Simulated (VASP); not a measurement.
# Ga2SnO (P-4m2) in VASP: density of states with PBE

Aim: the density of states of Ga2SnO with PBE.

Program: VASP 6.6.1. These are calculated values, not measurements. Logs are shortened: lines on timing, memory, paths and dates and some standing lists are left out, and cuts for length are marked.

## Step 1: Starting point

The structure is tetragonal, space group P-4m2 (No. 115). Conventional cell: a = 3.087 Å, b = 3.087 Å, c = 8.219 Å, α = 90.00°, β = 90.00°, γ = 90.00°. Ga (site symmetry 2mm) has 2 O at 2.07 Å as nearest neighbours. Sn (site symmetry -4m2) has 4 Sn at 3.09 Å and 4 Ga at 3.13 Å as nearest neighbours. O (site symmetry -4m2) is surrounded by 4 Ga at 2.07 Å.

The cell was built by a generator and needn't be a form met in nature.

## Step 2: Density of states, PBE

Contents of POSCAR:

```
Ga2SnO
1.0
    3.0871200000      0.0000000000      0.0000000000
    0.0000000000      3.0871200000      0.0000000000
    0.0000000000      0.0000000000      8.2192300000
Ga Sn O
2 1 1
Direct
    0.5000000000      0.0000000000      0.6684860000
    0.0000000000      0.5000000000      0.3315140000
    0.0000000000      0.0000000000      0.0000000000
    0.5000000000      0.5000000000      0.5000000000
```

Contents of INCAR.step1:

```
ALGO = Normal
EDIFF = 1E-6
ENCUT = 520
GGA = PE
ISIF = 2
ISMEAR = 0
KPAR = 2
LASPH = T
LCHARG = T
LREAL = F
LWAVE = F
NELM = 80
PREC = Accurate
SIGMA = 0.1
```

Contents of KPOINTS.step1:

```
k-points
0
Gamma
  10 10 6
```

Contents of INCAR.step2:

```
ALGO = Normal
EDIFF = 1E-6
ENCUT = 520
GGA = PE
ICHARG = 11
ISIF = 2
ISMEAR = -5
KPAR = 2
LASPH = T
LCHARG = F
LORBIT = 11
LREAL = F
LWAVE = F
NEDOS = 2001
NELM = 80
PREC = Accurate
SIGMA = 0.1
```

Contents of KPOINTS.step2:

```
k-points
0
Gamma
  15 15 9
```

Potentials or basis: VASP PAW PBE potentials, release 64 (Ga_d, Sn_d, O).

The run is started by

```
cat potpaw_PBE.64/Ga_d/POTCAR potpaw_PBE.64/Sn_d/POTCAR potpaw_PBE.64/O/POTCAR > POTCAR
cp INCAR.step1 INCAR
cp KPOINTS.step1 KPOINTS
mpirun -np 2 vasp_std > vasp.out
cp INCAR.step2 INCAR
cp KPOINTS.step2 KPOINTS
mpirun -np 2 vasp_std > vasp.out
```

OUTCAR:

```text
EDIFF = 1E-6
   ENCUT = 520
   GGA = PE
   ICHARG = 11
   ISIF = 2
   ISMEAR = -5
   LASPH = T
   LORBIT = 11
   LREAL = F
   NELM = 80
   PREC = Accurate

 ion  position               nearest neighbor table
   1  0.500  0.000  0.668-   4 2.07   4 2.07   3 3.13   3 3.13
   2  0.000  0.500  0.332-   4 2.07   4 2.07   3 3.13   3 3.13
   3  0.000  0.000  0.000-   1 3.13   2 3.13   2 3.13   1 3.13
   4  0.500  0.500  0.500-   1 2.07   2 2.07   1 2.07   2 2.07

  LATTYP: Found a simple tetragonal cell.
 ALAT       =     3.0871200000
 C/A-ratio  =     2.6624264687

  Lattice vectors:

 A1 = (   3.0871200000,   0.0000000000,   0.0000000000)
 A2 = (   0.0000000000,   3.0871200000,   0.0000000000)
 A3 = (   0.0000000000,   0.0000000000,   8.2192300000)

Analysis of symmetry for initial positions (statically):
=====================================================================
 Subroutine PRICEL returns:
 Original cell was already a primitive cell.

 Routine SETGRP: Setting up the symmetry group for a
 simple tetragonal supercell.

 Subroutine GETGRP returns: Found  8 space group operations
 (whereof  8 operations were pure point group operations)
 out of a pool of 16 trial point group operations.

The static configuration has the point symmetry D_2d.

Analysis of symmetry for dynamics (positions and initial velocities):
=====================================================================
 Subroutine PRICEL returns:
 Original cell was already a primitive cell.

 Routine SETGRP: Setting up the symmetry group for a
 simple tetragonal supercell.

 Subroutine GETGRP returns: Found  8 space group operations
 (whereof  8 operations were pure point group operations)
 out of a pool of 16 trial point group operations.

The dynamic configuration has the point symmetry D_2d.

 Subroutine INISYM returns: Found  8 space group operations
 (whereof  8 operations are pure point group operations),
 and found     1 'primitive' translations

----------------------------------------------------------------------------------------

                                     Primitive cell

  volume of cell :      78.3318

  direct lattice vectors                    reciprocal lattice vectors
     3.087120000  0.000000000  0.000000000     0.323926508  0.000000000  0.000000000
     0.000000000  3.087120000  0.000000000     0.000000000  0.323926508  0.000000000
     0.000000000  0.000000000  8.219230000     0.000000000  0.000000000  0.121665898

  length of vectors
     3.087120000  3.087120000  8.219230000     0.323926508  0.323926508  0.121665898

  position of ions in fractional coordinates (direct lattice)
     0.500000000  0.000000000  0.668486000
     0.000000000  0.500000000  0.331514000
     0.000000000  0.000000000  0.000000000
     0.500000000  0.500000000  0.500000000

  ion indices of the primitive-cell ions
   primitive index   ion index
                 1           1
                 2           2
                 3           3
                 4           4

----------------------------------------------------------------------------------------

 KPOINTS: k-points

Automatic generation of k-mesh.
 Grid dimensions read from file:
 generate k-points for:   15   15    9

 Generating k-lattice:

  Cartesian coordinates                     Fractional coordinates (reciprocal lattice)
     0.021595101  0.000000000  0.000000000     0.066666667  0.000000000  0.000000000
     0.000000000  0.021595101  0.000000000     0.000000000  0.066666667  0.000000000
     0.000000000  0.000000000  0.013518433     0.000000000  0.000000000  0.111111111

  Length of vectors
     0.021595101  0.021595101  0.013518433

  Shift w.r.t. Gamma in fractional coordinates (k-lattice)
     0.000000000  0.000000000  0.000000000

 TETIRR: Found   3013 inequivalent tetrahedra from    12150

 Subroutine IBZKPT returns following result:
 ===========================================

 Found    180 irreducible k-points:

 Following reciprocal coordinates:
            Coordinates               Weight
  0.000000  0.000000  0.000000      1.000000
  0.066667  0.000000  0.000000      4.000000
  0.133333  0.000000  0.000000      4.000000
  0.200000  0.000000  0.000000      4.000000
  0.266667  0.000000  0.000000      4.000000
  0.333333  0.000000  0.000000      4.000000
[... 16 lines left out ...]
  0.266667  0.200000  0.000000      8.000000
  0.333333  0.200000  0.000000      8.000000
 [... further k-points ...]
   k-points           NKPTS =    180   k-points in BZ     NKDIM =    180   number of bands    NBANDS=     27
   number of dos      NEDOS =   2001   number of ions     NIONS =      4
   total plane-waves  NPLWV =  36864
   dimension x,y,z NGX =    24 NGY =   24 NGZ =   64
   dimension x,y,z NGXF=    48 NGYF=   48 NGZF=  128
   ions per type =               2   1   1
   NGX,Y,Z   is equivalent  to a cutoff of  12.92, 12.92, 12.94 a.u.
   NGXF,Y,Z  is equivalent  to a cutoff of  25.85, 25.85, 25.89 a.u.
 SYSTEM =  unknown system
   PREC   = accura    normal or accurate (medium, high low for compatibility)
   ISTART =      0    job   : 0-new  1-cont  2-samecut
   ICHARG =     11    charge: 1-file 2-atom 10-const
   ISPIN  =      1    spin polarized calculation?
   LNONCOLLINEAR =      F non collinear calculations
   LSORBIT =      F    spin-orbit coupling
   LASPH  =      T    aspherical Exc in radial PAW
   ENCUT  =  520.0 eV  38.22 Ry    6.18 a.u.   5.74  5.74 15.28*2*pi/ulx,y,z
   NELM   =     80;   NELMIN=  2; NELMDL=  0     # of ELM steps
   EDIFF  = 0.1E-05   stopping-criterion for ELM
   LREAL  =      F    real-space projection
   EDIFFG = 0.1E-04   stopping-criterion for IOM
   NSW    =      0    number of steps for IOM
   IBRION =     -1    ionic relax: 0-MD 1-quasi-New 2-CG
   NFREE  =      0    steps in history (QN), initial steepest desc. (CG)
   ISIF   =      2    stress and relaxation
   ISYM   =      2    0-nonsym 1-usesym 2-fastsym
   POTIM  = 0.5000    time-step for ionic-motion
   TEBEG  =    0.0;   TEEND  =   0.0 temperature during run
   PSTRESS=    0.0 pullay stress
   NELECT =      46.0000    total number of electrons
   NUPDOWN=      -1.0000    fix difference up-down
   EMIN   =  10.00;   EMAX   =-10.00  energy-range for DOS
   EFERMI =   0.00;   METHOD = LEGACY
   ISMEAR =    -5;   SIGMA  =   0.10  broadening in eV -4-tet -1-fermi 0-gaus
   EFERMI_NEDOS =   21; number of points for ismear=-14 and -15
   IALGO  =     38    algorithm
   IMIX   =      4    mixing-type and parameters
     AMIX     =   0.40;   BMIX     =  1.00
     AMIX_MAG =   1.60;   BMIX_MAG =  1.00
  volume/ion in A,a.u.               =      19.58       132.15
  Fermi-wavevector in a.u.,A,eV,Ry     =   1.370928  2.590679 25.571391  1.879444
  Thomas-Fermi vector in A             =   2.496671
   LORBIT       =     11    0 simple, 1 ext, 2 COOP (PROOUT), +10 PAW based schemes
   GGA     = PE    functional components
   LHFCALC =     F    Hartree Fock is set to
   AEXX    =    0.0000 exact exchange contribution
   IVDW    =     0    specifies the selected vdW correction
   LEPSILON=     F    determine dielectric tensor
   LRPA    =     F    only Hartree local field effects (RPA)
 non-spin polarized calculation
 Fermi weights with tetrahedron method with Bloechl corrections
  energy-cutoff  :      520.00
  volume of cell :       78.33
 maximum number of plane-waves:      2127
 NGX is ok and might be reduce to    24

 number of electron      46.0000010 magnetization

 Free energy of the ion-electron system (eV)
  ---------------------------------------------------
  ext. energy  EPLUGINS =         0.00000000
  ---------------------------------------------------
  free energy    TOTEN  =       -16.79976200 eV

  energy without entropy =      -16.79976200  energy(sigma->0) =      -16.79976200

 E-fermi :   5.7682     XC(G=0): -10.3026

 val. band max:        5.9450565861   @ k =   0.2667   0.2667   0.4444
 cond. band min:       5.6295773639   @ k =   0.3333   0.3333   0.1111
 fundamental gap:     -0.3154792222
 Fermi energy:         5.7681891434

 k-point     1 :       0.0000    0.0000    0.0000
  band No.  band energies     occupation
      1     -15.9358      2.00000
      2     -15.8433      2.00000
      3     -15.6769      2.00000
      4     -15.6769      2.00000
      5     -15.5756      2.00000
      6     -14.3411      2.00000
[... 19 lines left out ...]
     26      11.3290      0.00000
     27      13.0269      0.00000

 k-point     2 :       0.0667    0.0000    0.0000
  band No.  band energies     occupation
      1     -15.9266      2.00000
      2     -15.8388      2.00000
      3     -15.6819      2.00000
      4     -15.6765      2.00000
      5     -15.5797      2.00000
      6     -14.3277      2.00000
[... 19 lines left out ...]
     26      11.4001      0.00000
     27      12.1819      0.00000

 k-point     3 :       0.1333    0.0000    0.0000
  band No.  band energies     occupation
      1     -15.9050      2.00000
      2     -15.8215      2.00000
      3     -15.6962      2.00000
      4     -15.6753      2.00000
      5     -15.5912      2.00000
      6     -14.2899      2.00000
[... 594 lines left out ...]
      1     -15.7761      2.00000
      2     -15.7367      2.00000
      3     -15.7154      2.00000
      4     -15.7103      2.00000
      5     -15.6662      2.00000
      6     -14.0718      2.00000
[... 19 lines left out ...]
     26       8.5469      0.00000
     27       9.8638      0.00000

 k-point    24 :       0.3333    0.2000    0.0000
  band No.  band energies     occupation
      1     -15.7733      2.00000
      2     -15.7589      2.00000
      3     -15.7084      2.00000
      4     -15.6871      2.00000
      5     -15.6534      2.00000
      6     -14.0126      2.00000
[... 19 lines left out ...]
     26       8.4108      0.00000
     27       9.3661      0.00000

 [... further k-points ...]

------------------------ aborting loop because EDIFF is reached ----------------------------------------

  FORCE on cell =-STRESS in cart. coord.  units (eV):
  Direction    XX          YY          ZZ          XY          YZ          ZX
  --------------------------------------------------------------------------------------
  -------------------------------------------------------------------------------------
  Total        0.0650612      0.0650612      0.0763365      0.0000000     -0.0000000      0.0000000
  in kB        1.3307448      1.3307448      1.5613654      0.0000000     -0.0000000      0.0000000
  external PRESSURE =       1.4076183 kB  Pullay stress =       0.0000000 kB

 VOLUME and BASIS-vectors are now :
 -----------------------------------------------------------------------------
  energy-cutoff  :      520.00
  volume of cell :       78.33
      direct lattice vectors                 reciprocal lattice vectors
     3.087120000  0.000000000  0.000000000     0.323926508  0.000000000  0.000000000
     0.000000000  3.087120000  0.000000000     0.000000000  0.323926508  0.000000000
     0.000000000  0.000000000  8.219230000     0.000000000  0.000000000  0.121665898

 POSITION                                       TOTAL-FORCE (eV/Angst)
 -----------------------------------------------------------------------------------
      1.54356      0.00000      5.49444         0.000000      0.000000     -0.035701
      0.00000      1.54356      2.72479        -0.000000      0.000000      0.035701
      0.00000      0.00000      0.00000        -0.000000      0.000000      0.000000
      1.54356      1.54356      4.10961        -0.000000      0.000000      0.000000
 -----------------------------------------------------------------------------------
    total drift:                                0.000000      0.000000     -0.000000

  FREE ENERGIE OF THE ION-ELECTRON SYSTEM (eV)
  ---------------------------------------------------
  free  energy   TOTEN  =       -16.7997619996 eV

  energy  without entropy=      -16.7997619996  energy(sigma->0) =      -16.79976200

 total charge

# of ion       s       p       d       tot
------------------------------------------
    1        0.985   0.514   9.998  11.496
    2        0.985   0.514   9.998  11.496
    3        1.279   0.921   9.980  12.180
    4        1.587   3.385   0.000   4.972
--------------------------------------------------
tot          4.836   5.333  29.975  40.144
```

Wall time 93 s (2 MPI ranks of AMD EPYC 9R45 (Zen 5), shared host); peak memory 0.43 GiB.

What came out:

* Valence electrons inside the program's atomic spheres: Ga 11.50; Sn 12.18; O 4.97

States per cell in windows of 1 eV (zero at the Fermi level; states under -8 eV left out):
| from (eV) | total | O4_p | Sn3_p | Ga1_p | Ga2_p | Ga1_s | Ga2_s |
| --- | --- | --- | --- | --- | --- | --- | --- |
| -8.0 | 1.74 | 0.42 | 0.03 | 0.03 | 0.03 | 0.20 | 0.20 |
| -7.0 | 2.40 | 0.68 | 0.04 | 0.06 | 0.06 | 0.20 | 0.20 |
| -6.0 | 0.97 | 0.38 | 0.02 | 0.04 | 0.04 | 0.02 | 0.02 |
| -5.0 | 1.88 | 0.86 | 0.08 | 0.07 | 0.07 | 0.04 | 0.04 |
| -4.0 | 1.54 | 0.39 | 0.18 | 0.07 | 0.07 | 0.07 | 0.07 |
| -3.0 | 1.29 | 0.18 | 0.17 | 0.06 | 0.06 | 0.10 | 0.10 |
| -2.0 | 1.53 | 0.18 | 0.19 | 0.08 | 0.08 | 0.13 | 0.13 |
| -1.0 | 1.13 | 0.08 | 0.19 | 0.08 | 0.08 | 0.07 | 0.07 |
| 0.0 | 1.32 | 0.09 | 0.20 | 0.10 | 0.10 | 0.08 | 0.08 |
| 1.0 | 1.65 | 0.12 | 0.25 | 0.12 | 0.12 | 0.08 | 0.08 |
| 2.0 | 2.26 | 0.19 | 0.35 | 0.19 | 0.19 | 0.09 | 0.09 |
| 3.0 | 1.17 | 0.07 | 0.18 | 0.11 | 0.11 | 0.03 | 0.03 |
| 4.0 | 0.94 | 0.04 | 0.15 | 0.10 | 0.10 | 0.02 | 0.02 |
| 5.0 | 0.64 | 0.03 | 0.11 | 0.08 | 0.08 | 0.02 | 0.02 |
| 6.0 | 0.06 | 0.00 | 0.01 | 0.01 | 0.01 | 0.00 | 0.00 |
| 7.0 | 0.00 | 0.00 | 0.00 | 0.00 | 0.00 | 0.00 | 0.00 |

Caveat: tetrahedron occupations give inexact forces and stress in metals.
